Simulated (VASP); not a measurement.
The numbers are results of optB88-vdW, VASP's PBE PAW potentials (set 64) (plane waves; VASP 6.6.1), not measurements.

The input files of a VASP run:

POSCAR:
```
Gd
1
    1.8352528327    -3.1787509366     0.0000000000
    1.8352528327     3.1787509366     0.0000000000
    0.0000000000     0.0000000000     5.7820906677
Gd
2
Direct
  0.3333330000   0.6666670000   0.2500000000
  0.6666670000   0.3333330000   0.7500000000
```

INCAR:
```
! general
SYSTEM  =Gd
PREC    =Accurate
ENCUT   =520
LREAL   =.FALSE.   ! projection in real space or not
LASPH   =.TRUE.   ! aspherical one-centre terms

! electronic loop
EDIFF   =1E-7   ! SCF stop (eV)
NELM    =100
ALGO    =Normal   ! blocked Davidson
LMAXMIX =6   ! l cut-off of mixed one-centre charges

! smearing
ISMEAR  =1
SIGMA   =0.1   ! width (eV)

! functional
GGA     =BO
LUSE_VDW=.TRUE.
AGGAC   =0.0
PARAM1  =0.1833333333
PARAM2  =0.22

! ions
IBRION  =2   ! conjugate gradients
NSW     =30   ! most ionic steps
ISIF    =4   ! ions and shape, fixed volume
EDIFFG  =-0.01   ! ionic stop

! output
LWAVE   =.FALSE.
LCHARG  =.FALSE.
```

**KPOINTS**
```
Automatic mesh
0
Gamma
12 12 7
0 0 0
```

POTCAR, in this order: Gd_3 (PBE.64 set). Program: vasp_std.

The run wrote:

File OSZICAR:
```
       N       E                     dE             d eps       ncg     rms          rms(c)
DAV:   1     0.457484567185E+02    0.45748E+02   -0.89510E+03  1976   0.123E+03
DAV:   2    -0.198582774254E+01   -0.47734E+02   -0.46666E+02  2206   0.239E+02
DAV:   3    -0.375268750276E+01   -0.17669E+01   -0.16619E+01  2655   0.278E+01
DAV:   4    -0.379002089049E+01   -0.37333E-01   -0.37152E-01  2432   0.420E+00
DAV:   5    -0.379130847711E+01   -0.12876E-02   -0.12874E-02  3030   0.570E-01    0.216E+01
DAV:   6    -0.380667702703E+01   -0.15369E-01   -0.15918E-02  2251   0.101E+00    0.129E+01
DAV:   7    -0.382303576167E+01   -0.16359E-01   -0.32944E-02  2157   0.144E+00    0.191E-01
DAV:   8    -0.382331722111E+01   -0.28146E-03   -0.15766E-03  2476   0.274E-01    0.757E-02
DAV:   9    -0.382344258247E+01   -0.12536E-03   -0.32626E-04  2331   0.120E-01    0.426E-02
DAV:  10    -0.382344052539E+01    0.20571E-05   -0.42823E-05  2456   0.459E-02    0.465E-02
DAV:  11    -0.382344810781E+01   -0.75824E-05   -0.15628E-05  2296   0.224E-02    0.215E-03
DAV:  12    -0.382344841047E+01   -0.30266E-06   -0.65548E-07  3222   0.430E-03    0.442E-03
DAV:  13    -0.382344838758E+01    0.22888E-07   -0.42505E-08  1403   0.157E-03
   1 F= -.38234484E+01 E0= -.38231274E+01  d E =-.382345E+01
       N       E                     dE             d eps       ncg     rms          rms(c)
DAV:   1    -0.382355532498E+01   -0.10691E-03   -0.38415E-03  2016   0.448E-01    0.390E-02
DAV:   2    -0.382350425237E+01    0.51073E-04   -0.61506E-05  2356   0.638E-02    0.244E-02
DAV:   3    -0.382348226165E+01    0.21991E-04   -0.29990E-05  2602   0.407E-02    0.117E-02
DAV:   4    -0.382348242923E+01   -0.16758E-06   -0.41276E-06  2576   0.137E-02    0.626E-03
DAV:   5    -0.382348242128E+01    0.79510E-08   -0.10969E-07  1604   0.238E-03
   2 F= -.38234824E+01 E0= -.38231971E+01  d E =-.340337E-04
```

**OUTCAR**
```
------------------------ aborting loop because EDIFF is reached ----------------------------------------
  FORCE on cell =-STRESS in cart. coord.  units (eV):
  Direction    XX          YY          ZZ          XY          YZ          ZX
  --------------------------------------------------------------------------------------
  Total       -0.9441437     -0.9441436     -0.9737645      0.0000000      0.0000000      0.0000000
  in kB      -22.4223630    -22.4223601    -23.1258235      0.0000000      0.0000000      0.0000000
  external PRESSURE =     -22.6568489 kB  Pullay stress =       0.0000000 kB
  volume of cell :       67.46
      direct lattice vectors                 reciprocal lattice vectors
     1.836023175 -3.180085218 -0.000000000     0.272327717 -0.157228491  0.000000000
     1.836023175  3.180085218  0.000000000     0.272327717  0.157228491 -0.000000000
     0.000000000  0.000000000  5.777239671     0.000000000 -0.000000000  0.173093044
 POSITION                                       TOTAL-FORCE (eV/Angst)
 -----------------------------------------------------------------------------------
      1.83602      1.06003      1.44431         0.000000     -0.000000      0.000000
      1.83602     -1.06003      4.33293        -0.000000      0.000000      0.000000
 -----------------------------------------------------------------------------------
    total drift:                                0.000000      0.000118     -0.000011
  FREE ENERGIE OF THE ION-ELECTRON SYSTEM (eV)
  ---------------------------------------------------
  free  energy   TOTEN  =        -3.8234824213 eV

  energy  without entropy=       -3.8226265073  energy(sigma->0) =       -3.82319712

 reached required accuracy - stopping structural energy minimisation
```
(Selected blocks of OUTCAR.)

### CONTCAR
```
Gd
   1.00000000000000
     1.8360231750369651   -3.1800852182842649   -0.0000000000000000
     1.8360231750369651    3.1800852182842649    0.0000000000000000
     0.0000000000000000    0.0000000000000000    5.7772396711952778
  Gd
     2
Direct
     0.3333330000000032    0.6666669999999968    0.2500000000000000
     0.6666669999999968    0.3333330000000032    0.7500000000000000
```

The 4f electrons are frozen in the core of the lanthanide potential, so 4f levels, which can set the real gap, and their magnetism are missing.

The compound is Gd in the hcp structure. This cell is one point of a volume scan, at 1.06 of the reference volume. Symmetry was kept, so distortions that lower it aren't found.
